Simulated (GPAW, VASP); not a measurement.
This is a calculation of RuSe for GPAW 26.7.0 (ASE script). The cell comes from a database or a generator and needn't be the stable form of this composition.

Contents of run.py:

```python
from ase.dft.bandgap import bandgap
from ase.io import read, write
from ase.units import Bohr, GPa
from gpaw import GPAW, PW
from gpaw.elf import elf_from_dft_calculation

atoms = read('RuSe.xyz')
atoms.set_initial_magnetic_moments([0.0, 0.0])

calc = GPAW(mode=PW(600),
            xc='PBE',
            kpts={'size': (6, 6, 6), 'gamma': True},
            occupations={'name': 'methfessel-paxton', 'order': 0, 'width': 0.05},
            spinpol=True,
            nbands=22,
            convergence={'density': 1e-05, 'energy': 1e-05},
            maxiter=150,
            txt='gpaw.txt')
atoms.calc = calc
energy = atoms.get_potential_energy()
forces = atoms.get_forces()
stress = atoms.get_stress()
calc.write('gs.gpw')
write('result.traj', atoms)
print(f'Energy: {energy:.6f} eV')
print('Forces (eV/A):')
print(forces.round(4))
print('Stress (GPa):', (stress / GPa).round(3))
print('Moments:', calc.get_magnetic_moments().round(3))
print('Fermi level:', round(calc.get_fermi_level(), 4), 'eV')
print(f'Gap: {bandgap(calc)[0]:.4f} eV, direct: {bandgap(calc, direct=True)[0]:.4f} eV')

# fields on the real-space grid
write('density.cube', atoms, data=calc.get_pseudo_density() * Bohr**3)
write('potential.cube', atoms, data=calc.get_electrostatic_potential())
write('spin.cube', atoms, data=(calc.get_pseudo_density(spin=0) - calc.get_pseudo_density(spin=1)) * Bohr**3)
write('elf.cube', atoms, data=elf_from_dft_calculation(calc).data)
```

File RuSe.xyz:

```xyz
2
Lattice="0.0000000000 2.9063344000 2.9063344000 2.9063344000 0.0000000000 2.9063344000 2.9063344000 2.9063344000 0.0000000000" Properties=species:S:1:pos:R:3 pbc="T T T"
Ru     0.0000000000      0.0000000000      0.0000000000
Se     1.4531672000      1.4531672000      1.4531672000
```

Potentials or basis: GPAW PAW data sets (gpaw-data 1.2.1), pw.

Command:

```sh
$ OMP_NUM_THREADS=1 python run.py
```

Q: Translate it to VASP 6.6.1. Potentials or basis there: PBE PAW files Ru_pv, Se, 520 eV.

A: As run (cutoffs and basis follow the program's own potentials, and thresholds, step limits or extra output files can differ):

File INCAR:

```
PREC = Accurate
ENCUT = 520
EDIFF = 1E-6
ISMEAR = 0
SIGMA = 0.05
LREAL = F
LASPH = T
NELM = 100
ALGO = Normal
ISIF = 2
LWAVE = F
LCHARG = F
ISPIN = 2
MAGMOM = 0 0
LORBIT = 11
LMAXMIX = 4
GGA = PE
```

File KPOINTS:

```
regular mesh
0
Gamma
  6 6 6
```

File POSCAR:

```
RuSe
1.0
    0.0000000000      2.9063344000      2.9063344000
    2.9063344000      0.0000000000      2.9063344000
    2.9063344000      2.9063344000      0.0000000000
Ru Se
1 1
Direct
    0.0000000000      0.0000000000      0.0000000000
    0.2500000000      0.2500000000      0.2500000000
```

Potentials or basis: VASP PAW PBE potentials, release 64 (Ru_pv, Se).

Command:

```console
$ cat potpaw_PBE.64/Ru_pv/POTCAR potpaw_PBE.64/Se/POTCAR > POTCAR
$ mpirun -np 1 vasp_std > vasp.out
```

Both were run:

|  | GPAW | VASP |
| --- | --- | --- |
| Pressure | -12.6 GPa | -12.7 GPa |
| Net moment | 0.00 μB per cell | 0.00 μB per cell |

The potentials hold 22 and 20 valence electrons a cell.

The magnetic state is the one that the start led to; the real crystal's order can differ.

The cell lies far from this level's equilibrium.

Pressure is positive in compression.
